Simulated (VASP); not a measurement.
Here is a VASP 6.6.1 calculation.

The input INCAR:

```
SYSTEM = SiHOF3
PREC = Accurate
ENCUT = 520
EDIFF = 1E-6
ISMEAR = 0
SIGMA = 0.01
LREAL = .FALSE.
LASPH = .TRUE.
NELM = 80
ALGO = Normal
ISIF = 2
LWAVE = .FALSE.
LCHARG = .FALSE.
GGA = PE
```

KPOINTS

```
regular mesh
0
G
  1 1 1
  0 0 0
```

The input POSCAR:

```
SiHOF3
1.0
   12.0000000000      0.0000000000      0.0000000000
    0.0000000000     12.0000000000      0.0000000000
    0.0000000000      0.0000000000     12.0000000000
O Si F H
1 1 3 1
Direct
    0.4615590000      0.5980880000      0.5975220000
    0.4902510000      0.5433310000      0.4754850000
    0.4245000000      0.5872000000      0.3799790000
    0.4827100000      0.4107830000      0.4727700000
    0.6176950000      0.5715720000      0.4614720000
    0.3833660000      0.5873350000      0.6277290000
```

Potentials or basis: VASP PAW PBE potentials, release 64 (O, Si, F, H).

Command:

```bash
$ cat potpaw_PBE.64/O/POTCAR potpaw_PBE.64/Si/POTCAR potpaw_PBE.64/F/POTCAR potpaw_PBE.64/H/POTCAR > POTCAR
$ mpirun -np 1 vasp_gam > vasp.out
```

What does it give for the largest force?

5.179 eV/Å.

What does it give for the gap between the frontier levels?

7.12 eV.

Forces in eV/Å, atoms in the order of the input:
```
O   -2.042 -0.522  0.208
Si   2.560 -1.554  4.226
F   -2.577  1.710 -3.543
F   -0.277 -0.137  0.064
F    0.602  0.235 -0.320
H    1.734  0.268 -0.635
```
